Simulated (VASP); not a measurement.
Here is the system:

```
NiSb
1.0
    1.94050    -3.36104     0.00000
    1.94050     3.36104     0.00000
    0.00000     0.00000     5.03476
Ni Sb
2 2
Direct
  0.00000   0.00000   0.50000
  0.00000   0.00000   0.00000
  0.33333   0.66667   0.25000
  0.66667   0.33333   0.75000
```

Calculation: LDA (Ceperley-Alder, Perdew-Zunger), VASP's LDA PAW potentials (set 64) (plane waves; VASP 6.6.1). Numerical set-up: 520 eV cut-off, 10×10×7 Γ-centred mesh, tetrahedra with Blöchl corrections, potentials Ni Sb.

Unless said otherwise, spin-orbit coupling is left out, though it shifts the bands of the heavy elements here.

Task: Tabulate the total density of states (states/eV per cell) against energy (eV; zero at the valence-band maximum or, without a gap, the Fermi level).

Result: 
(E (eV), DOS (states/eV)): (-9.89, 1.80); (-9.54, 1.35); (-9.20, 0.74); (-8.85, 0.42); (-8.50, 0.01); (-8.15, 0.00); (-7.81, 0.00); (-7.46, 0.00); (-7.11, 0.00); (-6.77, 0.21); (-6.54, 1.14); (-6.19, 1.90); (-5.84, 1.70); (-5.49, 1.84); (-5.15, 1.42); (-4.80, 2.02); (-4.45, 1.92); (-4.10, 3.75); (-3.76, 4.77); (-3.41, 2.41); (-3.06, 8.24); (-2.71, 5.51); (-2.37, 5.61); (-2.02, 8.71); (-1.67, 6.13); (-1.33, 4.54); (-0.98, 2.63); (-0.63, 2.18); (-0.28, 2.44); (0.06, 1.76); (0.29, 2.12); (0.64, 1.64); (0.99, 1.05); (1.33, 1.88); (1.68, 1.84); (2.03, 1.34); (2.38, 1.34); (2.72, 1.64); (3.07, 1.63); (3.42, 1.43)
Within 2 eV below the Fermi level the largest weight inside VASP's projection spheres is Ni d.

The compound is NiSb in the NiAs type structure. It was relaxed first. The run is not spin-polarised, so no magnetic state was tried.
